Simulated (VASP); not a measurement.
An input for Quantum ESPRESSO's pw.x (written as the equivalent of a VASP run, and not itself run):

```
&CONTROL
  calculation = 'vc-relax'
  pseudo_dir = './pseudo'
  outdir = './out'
  tprnfor = .true.
  tstress = .true.
  nstep = 60
  forc_conv_thr = 0.00078
/
&SYSTEM
  ibrav = 0
  nat = 4
  ntyp = 2
  ecutwfc = 84
  occupations = 'smearing'
  smearing = 'gaussian'
  degauss = 0.003675
  input_dft = 'vdw-df2-b86r'
/
&ELECTRONS
  conv_thr = 7.3e-08
  electron_maxstep = 100
/
&IONS
/
&CELL
/
ATOMIC_SPECIES
  Zn 65.380 Zn.upf
  O 15.999 O.upf
CELL_PARAMETERS angstrom
     1.6314294   -2.8257190   -0.0000000
     1.6314294    2.8257190   -0.0000000
     0.0000000    0.0000000    5.2701368
ATOMIC_POSITIONS crystal
  Zn   0.6666670  0.3333330  0.5013592
  Zn   0.3333330  0.6666670  0.0013592
  O    0.6666670  0.3333330  0.8806408
  O    0.3333330  0.6666670  0.3806408
K_POINTS automatic
  7 7 4 0 0 0
```

**Question.** Write the VASP files for the same calculation (rev-vdW-DF2).

**Answer.** This is not unique; one that fits is 
### INCAR
```
SYSTEM=ZnO
PREC=Accurate; ENCUT=520; LREAL=.False.
LASPH=.True.
EDIFF=1E-6; NELM=100; ALGO=Normal
LMAXMIX=4
ISMEAR=0; SIGMA=0.05
GGA=MK; LUSE_VDW=.True.; AGGAC=0.0
PARAM1=0.1234568; PARAM2=0.7114; ZAB_VDW=-1.8867
IBRION=2; NSW=60; ISIF=3
EDIFFG=-0.02
LWAVE=.False.; LCHARG=.False.
```

### KPOINTS
```
Automatic
0
gamma
7 7 4
0 0 0
```

POSCAR:
```
ZnO
1.0
  1.6314293808  -2.8257190192   0.0000000000
  1.6314293808   2.8257190192   0.0000000000
  0.0000000000   0.0000000000   5.2701367606
Zn O
2 2
Cartesian
  1.6314293808  -0.9419082235   2.6422314838
  1.6314293808   0.9419082235   0.0071631035
  1.6314293808  -0.9419082235   4.6410975194
  1.6314293808   0.9419082235   2.0060291391
```

POTCAR, in this order: Zn O (PBE.64 set). Program: vasp_std.

What does not carry over: the potentials are each code's own (VASP's PAW set, PseudoDojo norm-conserving files in pw.x), so ENCUT and ecutwfc are chosen apart and not converted; conv_thr bounds pw.x's estimated SCF error, while EDIFF bounds the energy change between steps; forc_conv_thr acts on force components and is met together with etot_conv_thr.

The compound is ZnO in the wurtzite structure. It was relaxed first. The start is the result of an earlier pass.
